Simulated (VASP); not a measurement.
Input:

```xyz
64
Lattice="10.9371 0.0000 0.0000 0.0000 10.9371 0.0000 0.0000 0.0000 10.9371" Properties=species:S:1:pos:R:3 pbc="T T T"
Si     5.4688     0.0025     0.0016
Si     6.8318     1.3583     1.3616
Si     8.2023     2.7335     0.0042
Si     9.5801     4.1031     1.3589
Si     8.2021     0.0019     2.7362
Si     9.5805     1.3577     4.1037
Si     0.0000     0.0000    10.9365
Si     1.3679     1.3677     1.3684
Si     2.7369     2.7359     0.0005
Si     4.1039     4.1029     1.3661
Si     5.4682     5.4679     0.0005
Si     6.8346     6.8346     1.3622
Si     8.2022     8.2024    10.9351
Si     9.5691     9.5694     1.3686
Si     2.7368     0.0012     2.7367
Si     4.1042     1.3666     4.1039
Si     5.4622     2.7223     2.7216
Si     6.9239     4.0254     4.0228
Si     8.2236     5.4829     2.7153
Si     9.5742     6.8364     4.1043
Si     5.4679     0.0004     5.4672
Si     6.8337     1.3625     6.8343
Si     8.2221     2.7165     5.4809
Si     9.5768     4.1015     6.8359
Si     8.2015    10.9357     8.2011
Si     9.5690     1.3677     9.5694
Si    10.9367     5.4691     0.0032
Si     1.3572     6.8326     1.3599
Si     2.7343     8.2035     0.0046
Si     4.1035     9.5827     1.3584
Si    10.9371     2.7361     2.7358
Si     1.3649     4.1033     4.1031
Si     2.7185     5.4593     2.7177
Si     4.0194     6.9245     4.0170
Si     5.4822     8.2241     2.7140
Si     6.8357     9.5731     4.1047
Si    10.9355    10.9365     5.4684
Si     1.3572     1.3564     6.8329
Si     2.7178     2.7188     5.4601
Si     4.0073     4.0157     6.9352
Si     6.9185     6.9149     6.9277
Si     8.2169     8.2162     5.4615
Si     9.5770     9.5787     6.8329
Si     2.7356     0.0027     8.2017
Si     4.1033     1.3573     9.5816
Si     5.4808     2.7161     8.2228
Si     6.8357     4.1006     9.5782
Si     8.2242     5.4540     8.2253
Si     9.5815     6.8340     9.5820
Si     0.0025     8.2030     2.7361
Si     1.3577     9.5820     4.1043
Si    10.9370     5.4685     5.4667
Si     1.3598     6.8361     6.8340
Si     2.7158     8.2226     5.4803
Si     4.1027     9.5748     6.8354
Si     0.0035     2.7346     8.2021
Si     1.3551     4.1030     9.5848
Si     2.7096     5.4860     8.2285
Si     4.1017     6.8373     9.5791
Si     5.4568     8.2219     8.2231
Si     6.8335     9.5816     9.5816
Si    10.9343     8.2033     8.2012
Si     1.3680     9.5693     9.5693
Ti     5.4584     5.4659     5.4764
```
Cell charge +1.

Level of theory: HSE06 screened hybrid, VASP's PBE PAW potentials (set 64) (plane waves; VASP 6.6.1). Settings: PREC = Normal, LREAL = Auto, ISYM = 0, NELECT = 255.0, EDIFF = 1E-5, 400 eV cut-off, 1×1×1 Γ-centred mesh, Gaussian smearing of 0.050 eV, potentials Si Ti. Starting moments (MAGMOM): 64*0.0156. The cell's moment is fixed (NUPDOWN = 1).

The cell is charged, with a uniform compensating background. The supercell is sampled at Γ alone, which is coarse: total energies, pressure and levels can be off, energies of defects by several tenths of an eV.

**Question.** What does the run give for the cell moment, energy per atom (σ→0), largest force?

**Answer.** 
```json
{
  "cell_moment": "1.00 μB",
  "energy per atom (σ→0)": "-6.315 eV/atom",
  "largest_force": "0.196 eV/Å"
}
```

**Question.** Give the moment on each site (PAW-sphere projection).

**Answer.** 
| site | moment (μB) |
|---|---|
| Si1 | 0.00 |
| Si2 | 0.01 |
| Si3 | 0.01 |
| Si4 | 0.01 |
| Si5 | 0.01 |
| Si6 | 0.01 |
| Si7 | 0.01 |
| Si8 | 0.01 |
| Si9 | 0.01 |
| Si10 | 0.01 |
| Si11 | 0.01 |
| Si12 | 0.01 |
| Si13 | 0.01 |
| Si14 | 0.01 |
| Si15 | 0.01 |
| Si16 | 0.01 |
| Si17 | 0.01 |
| Si18 | 0.00 |
| Si19 | 0.00 |
| Si20 | 0.01 |
| Si21 | 0.01 |
| Si22 | 0.01 |
| Si23 | 0.01 |
| Si24 | 0.01 |
| Si25 | 0.01 |
| Si26 | 0.01 |
| Si27 | 0.00 |
| Si28 | 0.01 |
| Si29 | 0.01 |
| Si30 | 0.01 |
| Si31 | 0.01 |
| Si32 | 0.01 |
| Si33 | 0.01 |
| Si34 | 0.00 |
| Si35 | 0.00 |
| Si36 | 0.01 |
| Si37 | 0.00 |
| Si38 | 0.01 |
| Si39 | 0.01 |
| Si40 | -0.01 |
| Si41 | 0.00 |
| Si42 | 0.00 |
| Si43 | 0.01 |
| Si44 | 0.01 |
| Si45 | 0.01 |
| Si46 | 0.01 |
| Si47 | 0.01 |
| Si48 | 0.01 |
| Si49 | 0.01 |
| Si50 | 0.01 |
| Si51 | 0.01 |
| Si52 | 0.01 |
| Si53 | 0.01 |
| Si54 | 0.01 |
| Si55 | 0.01 |
| Si56 | 0.01 |
| Si57 | 0.01 |
| Si58 | 0.01 |
| Si59 | 0.01 |
| Si60 | 0.01 |
| Si61 | 0.01 |
| Si62 | 0.01 |
| Si63 | 0.01 |
| Ti64 | 0.26 |

The absolute energy has meaning only against runs of the same code, potentials and settings.

The cell is a supercell with a defect, built from Si (diamond): Ti_Si, charge +1. The cell's shape comes from a PBE relaxation.
